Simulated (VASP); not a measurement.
A run of VASP 6.6.1:

File INCAR:

```
ALGO = Normal ; EDIFF = 1E-6
EDIFFG = -0.01 ; ENCUT = 520
GGA = PE ; IBRION = 2
ISIF = 3 ; ISMEAR = 0
KPAR = 4 ; LASPH = True
LCHARG = False ; LREAL = False
LWAVE = False ; NELM = 120
NSW = 90 ; PREC = Accurate
SIGMA = 0.1
```

The input KPOINTS:

```
k-points
0
Gamma
  10 10 2
```

Contents of POSCAR:

```
HfTeSe5
1.0
    3.8021608300      0.0000000000      0.0000000000
   -1.9010804100      3.2927678700      0.0000000000
    0.0000000000      0.0000000000     15.9100000000
Hf Te Se
1 1 5
Direct
    0.0000000000      0.0000000000      0.9953488400
    0.0000000000      0.0000000000      0.4175361400
    0.3333333300      0.6666666700      0.0940289100
    0.6666666700      0.3333333300      0.8965430500
    0.3333333300      0.6666666700      0.5350722800
    0.6666666700      0.3333333300      0.3081081100
    0.0000000000      0.0000000000      0.6533626600
```

Potentials or basis: VASP PAW PBE potentials, release 64 (Hf_pv, Te, Se).

Launch:

```sh
$ cat potpaw_PBE.64/Hf_pv/POTCAR potpaw_PBE.64/Te/POTCAR potpaw_PBE.64/Se/POTCAR > POTCAR
$ mpirun -np 4 vasp_std > vasp.out
```

Hardware: 4 MPI ranks on Intel(R) Xeon(R) Platinum 8259CL CPU @ 2.50GHz (Skylake/Cascade Lake), with other jobs on the host.

**Question.** Estimate the wall time of this run.

**Answer.** It took 13 min on 4 MPI ranks on Intel(R) Xeon(R) Platinum 8259CL CPU @ 2.50GHz (Skylake/Cascade Lake), on a shared host, peak memory 0.43 GiB a rank. Counts: scf iterations 199, k points 28, ion steps 26.
